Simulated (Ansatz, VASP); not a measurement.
# BN: VASP beside Ansatz

Aim: how closely do two programs agree when they are given the same cell, functional and k mesh? The cell is taken from a series of runs on this material, whose earlier steps may have relaxed, scaled, displaced or heated it; both programs get it as it stands.

Method: plane waves, with VASP 6.6.1 beside it; single point at LDA, in Ansatz 0.2.0.

### 1. Set-up

Symmetry: F-43m, No. 216, cubic system. The conventional cell has a = 3.626 Å, b = 3.626 Å, c = 3.626 Å, α = 90.00°, β = 90.00°, γ = 90.00°. Nearest to B lie 4 N at 1.57 Å. Nearest to N lie 4 B at 1.57 Å. Farther neighbours and most contacts between anions are not listed.

Coordinates:

```cif
data_structure
_symmetry_space_group_name_H-M 'P 1'
_symmetry_Int_Tables_number 1
_cell_length_a 2.5640
_cell_length_b 2.5640
_cell_length_c 2.5640
_cell_angle_alpha 60.000
_cell_angle_beta 60.000
_cell_angle_gamma 60.000
_cell_volume 11.92
loop_
_atom_site_label
_atom_site_type_symbol
_atom_site_fract_x
_atom_site_fract_y
_atom_site_fract_z
_atom_site_occupancy
B1 B 0.00000 0.00000 0.00000 1
N2 N 0.25000 0.25000 0.25000 1
```

### 2. Ansatz: single point, LDA

Ansatz runs on norm-conserving files, of PseudoDojo where its log says so.

With cell and atoms fixed, the geometry can't cause a difference; cores, projectors, grids and the points listed under the comparison can.

input.yaml reads:

```yaml
crystal:
  lattice:
    - [0.0, 1.813001, 1.813001]
    - [1.813001, 0.0, 1.813001]
    - [1.813001, 1.813001, 0.0]
  atoms:
    - { symbol: B, position: [0.0, 0.0, 0.0] }
    - { symbol: "N", position: [0.25, 0.25, 0.25] }
kpoints:
  mp_grid: { grid: [12, 12, 12] }
  band_path:
    path:
      - [[0.0, 0.0, 0.0], [-0.5, -0.5, 0.0], [-0.375, -0.375, 0.25]]
      - [[-0.375, 0.0, 0.375], [0.0, 0.0, 0.0], [0.0, 0.0, 0.5], [-0.5, -0.25, 0.25], [-0.5, -0.5, 0.0]]
    npoints: 8
hamiltonian:
  xc: lda
  pseudopotentials: { kind: nc }
scf:
  occupations: { method: gaussian, width: 0.01 }
  n_extra_bands: 8
output:
  eigenvalues: true
  boltztrap: { nscf_kmesh: [24, 24, 24] }
checkpoint:
  read: start.run
  write: ck
  compress: false
  write_wavefunctions: false
  write_every: 100000
```

The run is started by

```bash
$ ansatz run input.yaml --threads 8 --pin off --max-ram 14336MiB --backend cpu --events-out ev --progress --plain --runs-dir out
```

The log of the run:

```text
scf.n_extra_bands = 8 over 4 filled bands (N_el = 8.0): the run solves 12 bands
Engine: ansatz 0.2.0, aarch64-unknown-linux-gnu
Pseudopotentials: kind: nc
Pseudopotential: B, nc, valence charge 3, recommended cutoff 1034.032677 eV (normal), B.nc.azcp (PseudoDojo's, or run here from an input of PseudoDojo's: the run reads no file of this project's for it)
Pseudopotential: N, nc, valence charge 5, recommended cutoff 1142.878222 eV (normal), N.nc.azcp (PseudoDojo's, or run here from an input of PseudoDojo's: the run reads no file of this project's for it)
Functional definition: SPW92
  exchange = slater_x
  correlation = pw_c
Crystal: 2 atoms, lattice volume = 11.919 Å³
Basis set: ecut = 1142.878222 eV, 1037 PW (Γ)
Bands: 12, of which v1, the nominal top of the filled ones, is band 4 counted from 1 (3 counted from 0)
Symmetry: 24 space group operations
Space group: F-43m (ITA 216), of the structure as read, at distance tolerance 2.3e-5 Å
k-points: 72 of 1728 (time reversal used)
Non-local potential: B, projectors of the file, l = 0: 2, l = 1: 2
Non-local potential: N, projectors of the file, l = 0: 2, l = 1: 2
Initial density: read from a saved state, or passed on in memory by an earlier SCF of this step, an earlier step, the calling program or the single point that the run made first
Stability of the state it starts from, as read at its close in the unpolarized treatment: not read negative (Ritz values of 1 − χ₀K, real part plus size of imaginary part, from 0.80 to 1.2, by its mixing steps under the symmetry group of the SCF that read it)
Initial wavefunctions: pseudopotential atomic-orbital guess
Functional: x = slater, c = lda
iter 1 solved again at ethr=5.18e-8 eV; its pass at ethr=3.10e-3 eV (dr2=4.15e-6 eV) is discarded
SCF iter   1: F=—  HF=-365.317388 eV  |F-HF|=—  |Δ(HF+E_count)|=         —  Δρ=8.73e-6  dr2=2.12e-9  ethr=5.18e-8  ⟨swp⟩=3.0  Hψ=7983  notcnv=0
preconditioner: auto → none  [insulator: Δε(μ)=4.407 eV  Ē_g=26.812 eV  σ=0.010 eV  W_gap=1.00  n_scr=0 (ndim 8)  ℏωp=30.4 eV  f_vac=0.000  D(μ)=0.00/eV (n_scr^D=0)  ε∞_Penn≈2.3]
SCF iter   2: F=-365.317388 eV  HF=-365.317388 eV  |F-HF|=1.77e-10  |Δ(HF+E_count)|=  3.17e-10  Δρ=4.62e-6  dr2=5.33e-10  ethr=2.66e-11  ⟨swp⟩=4.1  Hψ=2709  notcnv=0
SCF 1 converged in 2 iterations: F = -365.317388 eV  dr2 = 5.33e-10
NSCF: frozen V_eff on 50 k-points
NSCF: frozen V_eff on 413 k-points
SCF converged after 2 iterations
Free energy (F): -365.317388 eV
Harris-Foulkes:  -365.317388 eV  (|F-HF|=1.77e-10)
Internal energy: -365.317388 eV  (E = F + TS)
E sigma→0 (E₀):  -365.317388 eV
Fermi energy:    12.967395 eV
--- Per-component energies (eV) ---
  E_band       = 23.925078
  E_kinetic    = 256.325098
  E_local      = -162.974154  (includes V_loc(G=0)·N_el)
  E_nonlocal   = -31.651044
  E_hartree    = 48.472493
  E_xc         = -118.192540
  E_vxc        = -134.719791  (∫ρ·V_xc dr)
  E_ewald      = -357.297240
  E_smearing   = -0.000000  (= −TS)
  E_closure    = -0.000000  (closes the sum)
  Σ components = -365.317388   (vs F -365.317388, Δ=0.00e0)
--- Band table (eV; the first three rows and the last of 72) ---
  k-point 0: bands = [-9.1938, 10.7641, 10.7641, 10.7641, 19.4661, 19.4661, 19.4661, 21.0582, ... 4 higher]
  k-point 1: bands = [-9.0253, 9.8670, 10.5838, 10.5838, 19.6796, 19.7363, 19.7363, 21.5975, ... 4 higher]
  k-point 2: bands = [-8.5258, 7.7951, 10.1453, 10.1453, 20.0178, 20.3643, 20.3643, 22.8597, ... 4 higher]
  k-point 71: bands = [-3.2550, 3.2954, 3.8076, 4.2656, 20.2038, 23.9219, 25.0628, 25.2976, ... 4 higher]
```

### 3. VASP: single point, LDA

The same cell, functional (in two slightly different forms), mesh and smearing now go to VASP, with its own data sets.

Lines of VASP's logs that name or quote its potential files are left out, and so is its time.

INCAR reads:

```
SYSTEM = BN
PREC = Accurate
ENCUT = 520
EDIFF = 1E-06
NELM = 120
ISMEAR = 0
SIGMA = 0.01
LREAL = .FALSE.
ALGO = Normal
GGA = PW92
NBANDS = 10
LORBIT = 11
LWAVE = .FALSE.
LCHARG = .FALSE.
ISIF = 2
LASPH = .TRUE.
GGA_COMPAT = .FALSE.
EFERMI = MIDGAP
```

POSCAR reads:

```
BN
1.0
    0.0000000000      1.8130010000      1.8130010000
    1.8130010000      0.0000000000      1.8130010000
    1.8130010000      1.8130010000      0.0000000000
B N
1 1
Direct
    0.0000000000      0.0000000000      0.0000000000
    0.2500000000      0.2500000000      0.2500000000
```

KPOINTS reads:

```
Automatic mesh
0
Gamma
12 12 12
0 0 0
```

PAW data sets: B and N (LDA family, release 64).

The run is started by

```bash
$ mpirun -np 1 vasp_std
```

The log of the run:

```text
[banner, memory and clock lines left out]
running    1 mpi-ranks, on    1 nodes
 distrk:  each k-point on    1 cores,    1 groups
 distr:  one band on    1 cores,    1 groups

 POSCAR found type information on POSCAR B N
 POSCAR found :  2 types and       2 ions
|                                                                             |
|               ----> ADVICE to this user running VASP <----                  |
|                                                                             |
|     You enforced a specific xc type in the INCAR file but a different       |
|     [... a line on the potential file left out ...]
|     I HOPE YOU KNOW WHAT YOU ARE DOING!                                     |
|                                                                             |

 LDA part: xc-table for (Slater(with rela. corr.)+PW92), standard interpolation
 POSCAR, INCAR and KPOINTS ok, starting setup
 FFT: planning ... GRIDC
 FFT: planning ... GRID_SOFT
 FFT: planning ... GRID
 WAVECAR not read
 entering main loop
       N       E                     dE             d eps       ncg     rms          rms(c)
DAV:   1     0.671252689324E+01    0.67125E+01   -0.49923E+03  1472   0.787E+02
DAV:   2    -0.201246202366E+02   -0.26837E+02   -0.26162E+02  1782   0.153E+02
DAV:   3    -0.205352387976E+02   -0.41062E+00   -0.40990E+00  1668   0.163E+01
DAV:   4    -0.205356914555E+02   -0.45266E-03   -0.45265E-03  1544   0.680E-01
DAV:   5    -0.205356919171E+02   -0.46159E-06   -0.46153E-06  1644   0.208E-02    0.647E+00
DAV:   6    -0.195536411232E+02    0.98205E+00   -0.33979E+00  1462   0.112E+01    0.306E+00
DAV:   7    -0.194486069575E+02    0.10503E+00   -0.81231E-02  1580   0.246E+00    0.176E+00
DAV:   8    -0.194171051180E+02    0.31502E-01   -0.48314E-02  1614   0.156E+00    0.171E-01
DAV:   9    -0.194169456294E+02    0.15949E-03   -0.91276E-04  1556   0.274E-01    0.805E-02
DAV:  10    -0.194169296361E+02    0.15993E-04   -0.47352E-05  1624   0.688E-02    0.137E-02
DAV:  11    -0.194169301452E+02   -0.50907E-06   -0.19123E-06  1104   0.985E-03
   1 F= -.19416930E+02 E0= -.19416930E+02  d E =0.000000E+00
```

Parts of OUTCAR (step 3):

```text
ion  position               nearest neighbor table
   1  0.000  0.000  0.000-   2 1.57   2 1.57   2 1.57   2 1.57
   2  0.250  0.250  0.250-   1 1.57   1 1.57   1 1.57   1 1.57

  LATTYP: Found a face centered cubic cell.
 ALAT       =     3.6260020000

 Subroutine GETGRP returns: Found 24 space group operations
 (whereof 24 operations were pure point group operations)

The static configuration has the point symmetry T_d .

 Found     72 irreducible k-points:

   k-points           NKPTS =     72   k-points in BZ     NKDIM =     72   number of bands    NBANDS=     10

   dimension x,y,z NGX =    20 NGY =   20 NGZ =   20
   dimension x,y,z NGXF=    40 NGYF=   40 NGZF=   40

   ENCUT  =  520.0 eV  38.22 Ry    6.18 a.u.   4.77  4.77  4.77*2*pi/ulx,y,z

   NELECT =       8.0000    total number of electrons

 k-points in reciprocal lattice and weights: Automatic mesh
   0.00000000  0.00000000  0.00000000       0.001
   0.08333333  0.00000000  0.00000000       0.005
   0.16666667  0.00000000  0.00000000       0.005
   0.25000000  0.00000000  0.00000000       0.005
   0.33333333  0.00000000  0.00000000       0.005
   0.41666667  0.00000000  0.00000000       0.005
   0.50000000  0.00000000  0.00000000       0.002
   0.08333333  0.08333333  0.00000000       0.003
   0.16666667  0.08333333  0.00000000       0.014
[...]
-0.33333333  0.50000000  0.16666667       0.007
  -0.25000000  0.50000000  0.25000000       0.003

 average (electrostatic) potential at core
       1 -29.7036       2 -60.2207

 E-fermi :   9.4393

 k-point     1 :       0.0000    0.0000    0.0000
  band No.  band energies     occupation
      1     -12.6937      2.00000
      2       7.2691      2.00000
      3       7.2691      2.00000
      4       7.2691      2.00000
      5      15.9134      0.00000
      6      15.9134      0.00000
      7      15.9134      0.00000
      8      17.5668      0.00000
      9      31.5957      0.00000
    ...

 k-point     2 :       0.0833    0.0000    0.0000
  band No.  band energies     occupation
      1     -12.5254      2.00000
      2       6.3697      2.00000
      3       7.0889      2.00000
      4       7.0889      2.00000
      5      16.1328      0.00000
      6      16.1849      0.00000
      7      16.1849      0.00000
      8      18.1051      0.00000
      9      31.3644      0.00000
    ...

 k-point     3 :       0.1667    0.0000    0.0000
  band No.  band energies     occupation
      1     -12.0263      2.00000
      2       4.2953      2.00000
      3       6.6508      2.00000
      4       6.6508      2.00000
      5      16.4771      0.00000
      6      16.8151      0.00000
      7      16.8151      0.00000
      8      19.3698      0.00000
      9      30.7866      0.00000
    ...

  Total       -1.0319378     -1.0319378     -1.0319378      0.0000000      0.0000000     -0.0000000
  in kB     -138.7202894   -138.7202894   -138.7202894      0.0000000      0.0000000     -0.0000000
  external PRESSURE =    -138.7202894 kB  Pullay stress =       0.0000000 kB

  energy-cutoff  :      520.00
  volume of cell :       11.92
      direct lattice vectors                 reciprocal lattice vectors
     0.000000000  1.813001000  1.813001000    -0.275785838  0.275785838  0.275785838
     1.813001000  0.000000000  1.813001000     0.275785838 -0.275785838  0.275785838
     1.813001000  1.813001000  0.000000000     0.275785838  0.275785838 -0.275785838

 POSITION                                       TOTAL-FORCE (eV/Angst)
 -----------------------------------------------------------------------------------
      0.00000      0.00000      0.00000         0.000000      0.000000     -0.000000
      0.90650      0.90650      0.90650        -0.000000     -0.000000      0.000000
 -----------------------------------------------------------------------------------
    total drift:                               -0.000000     -0.000000     -0.000000

  FREE ENERGIE OF THE ION-ELECTRON SYSTEM (eV)
  ---------------------------------------------------
  free  energy   TOTEN  =       -19.4169301452 eV

  energy  without entropy=      -19.4169301452  energy(sigma->0) =      -19.41693015

 total charge
# of ion       s       p       d       tot
------------------------------------------
    1        0.669   1.360   0.000   2.029
    2        1.199   2.728   0.000   3.927
--------------------------------------------------
tot          1.868   4.088   0.000   5.956

[... 3 further parts left out ...]
```

The run ends at a pressure of -13.87 GPa.

### 4. Differences

Known differences besides the potentials themselves: the cutoff is 1142.88 eV in Ansatz and 520 eV in VASP; VASP's log shows a relativistic correction to its local exchange, Ansatz's none. Total energies have different zeros and are not compared.

The two programs side by side:

| quantity | Ansatz | VASP | difference |
| --- | --- | --- | --- |
| gap on the k mesh (eV) | 4.407 | 4.340 | +0.066 |

A gap on the mesh is an upper bound, since the band edges may lie between its points.

### 5. Outcome

```json
{"difference in gap on the k mesh (single point, LDA)": "0.066 eV"}
```

What this shows: The difference in gap on the k mesh is 0.066 eV (single point, LDA), within the 0.08 eV picked in this series as the mark of a large difference. Such differences can come from data sets, numerical settings and the points named under the comparisons, not from the functional's error against experiment.

[Lines on the potential files, build, host, timing and source positions are cut from VASP's logs without a mark.]

[Logs are printed without paths, hosts, clocks, repeated set-up lines and the standing remarks that a program may print on its own settings, such as how far it seeks lower states.]

[Hosts, paths, dates, database ids (printed as entryN), source tags and the programs' standing remarks are cut or masked in the printed files.]
